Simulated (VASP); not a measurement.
Calculation: PBEsol GGA, VASP's PBE PAW potentials (set 64) (plane waves; VASP).

VASP ran on this input.

**KPOINTS**
```
K-points
0
gamma
 5 5 5
```

**POSCAR**
```
Y2Ni2Sn
1
   -2.1357400000     2.7978350000     4.1464200000
    2.1357400000    -2.7978350000     4.1464200000
    2.1357400000     2.7978350000    -4.1464200000
Y Ni Sn
2 2 1
Direct
  0.6969470000   0.2153250000   0.5026030000
  0.3061110000   0.8022480000   0.5080060000
  0.6971610000   0.4906980000   0.2029590000
  0.2958480000   0.4918230000   0.7869990000
  0.0039330000  -0.0000940000  -0.0005670000
```

**INCAR**
```
# general
SYSTEM   =  Y2Ni2Sn
PREC     =  Accurate
ENCUT    =  300
LREAL    =  .False.
LASPH    =  .True.   # aspherical one-centre terms

# electronic loop
EDIFF    =  1E-6   # SCF stop (eV)
NELM     =  100
ALGO     =  Normal   # blocked Davidson
LMAXMIX  =  4

# smearing
ISMEAR   =  -1
SIGMA    =  0.136   # width (eV)

# functional
GGA      =  PS   # PBEsol

# ions
ISIF     =  2

# output
LWAVE    =  .False.
LCHARG   =  .False.
```

POTCAR, in this order: Y_sv Ni Sn_d (PBE.64 set). Program: vasp_std.

At this cut-off the stress carries a Pulay error, which pulls relaxed volumes low. Unless said otherwise, spin-orbit coupling is left out, though it shifts the bands of the heavy elements here.

Q: Estimate the energy per atom (σ→0), pressure, largest force, band gap (on the k-mesh).

A: 
```yaml
energy per atom (σ→0): -641.4 kJ/mol of atoms
band gap (on the k-mesh): none (metal, semimetal or under 0.01 eV)
pressure: -2.27 GPa
largest_force: 0.505 eV/Å
```

**OSZICAR**
```
...
DAV:  13    -0.333597593292E+02   -0.68956E-02   -0.42220E-02  6122   0.219E+00    0.116E+00
DAV:  14    -0.333498817825E+02    0.98775E-02   -0.27622E-02  6344   0.137E+00    0.245E-01
DAV:  15    -0.333496386197E+02    0.24316E-03   -0.28974E-03  6306   0.271E-01    0.132E-01
DAV:  16    -0.333496399077E+02   -0.12880E-05   -0.15504E-04  6328   0.690E-02    0.629E-02
DAV:  17    -0.333496510042E+02   -0.11096E-04   -0.66446E-05  6292   0.650E-02    0.428E-02
DAV:  18    -0.333496383304E+02    0.12674E-04   -0.80964E-05  5507   0.715E-02    0.104E-02
DAV:  19    -0.333496380179E+02    0.31249E-06   -0.44596E-06  3820   0.132E-02
   1 F= -.33349638E+02 E0= -.33240590E+02  d E =-.218096E+00
```

The structure comes from a computed database's Y2Ni2Sn entry (Immm); how it stands against other phases isn't given here. The cell was not relaxed at this level, atoms are displaced from their ideal sites. The k-mesh is coarse (spacing up to 0.37 per Å, 2π included), so the numbers may not be converged in it. The run is not spin-polarised, so no magnetic state was tried.
